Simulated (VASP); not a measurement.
Consider the following.

```xyz
2
Lattice="0.0000 2.5670 2.5670 2.5670 0.0000 2.5670 2.5670 2.5670 0.0000" Properties=species:S:1:pos:R:3 pbc="T T T"
Sr     0.0000     0.0000     0.0000
O      2.5670     2.5670     2.5670
```

Method: PBEsol GGA, VASP's PBE PAW potentials (set 64) (plane waves; VASP). Run with 520 eV cut-off, 11×11×11 Γ-centred mesh, Gaussian smearing of 0.010 eV, potentials Sr_sv O.

Give the direction-averaged independent-particle dielectric function (no local fields, no excitons; a broadening of 0.1 eV leaves a tail below the gap, and fine structure carries the noise of the k-mesh).

| ħω (eV) | ε₁ | ε₂ |
|---|---|---|
| 0.00 | 4.05 | 0.00 |
| 0.60 | 4.07 | 0.01 |
| 1.30 | 4.16 | 0.02 |
| 1.90 | 4.30 | 0.03 |
| 2.60 | 4.62 | 0.07 |
| 3.30 | 5.30 | 0.56 |
| 3.90 | 5.02 | 1.27 |
| 4.60 | 4.84 | 1.51 |
| 5.20 | 4.45 | 2.91 |
| 5.90 | 4.29 | 2.86 |
| 6.60 | 4.22 | 2.82 |
| 7.20 | 3.66 | 3.55 |
| 7.90 | 2.37 | 3.67 |
| 8.50 | 2.61 | 2.77 |
| 9.20 | 2.84 | 4.41 |
| 9.90 | 0.63 | 3.38 |
| 10.50 | -0.19 | 3.13 |
| 11.20 | 0.06 | 2.19 |
| 11.80 | 0.31 | 1.46 |
| 12.50 | 0.45 | 0.90 |
| 13.20 | 1.82 | 1.60 |
| 13.80 | 0.80 | 1.33 |
| 14.50 | 0.59 | 1.25 |
| 15.20 | 0.82 | 0.54 |
ε₂ peaks at 4.3 eV (height 2.4), 5.2 eV (height 2.9), 6.1 eV (height 3.5), 7.5 eV (height 4.0), 9.4 eV (height 6.0); ε₁(0) averages 4.05, so the electronic refractive index below the gap tends to √4.05 = 2.01.

The compound is SrO in the rock salt structure. It was relaxed first.
